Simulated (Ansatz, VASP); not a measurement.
TiPd3: VASP beside Ansatz

File INCAR:

```
ALGO = Normal
EDIFF = 1E-8
ENCUT = 520
GGA = CA
ISIF = 2
ISMEAR = -1
LASPH = True
LCHARG = False
LEFG = True
LREAL = False
LWAVE = False
NBANDS = 29
NELM = 80
PREC = Accurate
SIGMA = 0.05
```

File KPOINTS:

```
k-points
0
Gamma
  11 11 11
```

Contents of POSCAR:

```
TiPd3
1.0
    3.8200000000     -0.0382000000     -0.0382000000
   -0.0382000000      3.8200000000     -0.0382000000
   -0.0382000000     -0.0382000000      3.8200000000
Ti Pd
1 3
Direct
    0.0000000000      0.0000000000      0.0000000000
    0.0000000000      0.5000000000      0.5000000000
    0.5000000000      0.0000000000      0.5000000000
    0.5000000000      0.5000000000      0.0000000000
```

Input for Ansatz:

```yaml
crystal:
  lattice:
    - [3.82, -0.0382, -0.0382]
    - [-0.0382, 3.82, -0.0382]
    - [-0.0382, -0.0382, 3.82]
  atoms:
    - { symbol: Ti, position: [0.0, 0.0, 0.0] }
    - { symbol: Pd, position: [0.0, 0.5, 0.5] }
    - { symbol: Pd, position: [0.5, 0.0, 0.5] }
    - { symbol: Pd, position: [0.5, 0.5, 0.0] }
kpoints:
  mp_grid: { grid: [11, 11, 11] }
scf:
  occupations: { method: fermi_dirac, width: 0.05 }
hamiltonian:
  xc: lda
  pseudopotentials: { kind: paw }
output:
  forces: true
  stress: true
  eigenvalues: true
  efg: { contact_densities: true }
```

Change from the starting cell: equal xy, yz and zx shear strains of -2 %, PAW files.

Alike in both runs: task electric field gradients; functional LDA; k mesh 11 × 11 × 11; occupations fermi-dirac, width 0.05 eV; no spin polarisation.

|  | VASP | Ansatz |
| --- | --- | --- |
| version | VASP 6.6.1 | Ansatz 0.2.0 |
| potentials or method | VASP PAW LDA potentials, release 64 (Ti_sv, Pd) | PAW with Ansatz's default frozen-core files, scalar-relativistic |
| plane-wave cutoff (eV) | 520 | 420 |
| valence electrons in the cell | 42 | 66 |

```tsv
	VASP	Ansatz	Ansatz less VASP
pressure (GPa)	3.1	2.7	-0.40
largest component of the traceless stress (GPa)	2.76	2.76	-0.003
Vzz of the field gradient on the site that differs most (V/Å²)	-65.1	-82.9	-17.78
```

The two sets of potentials don't hold the same shells in valence. Ansatz warned: «gradients_without_spin_orbit».
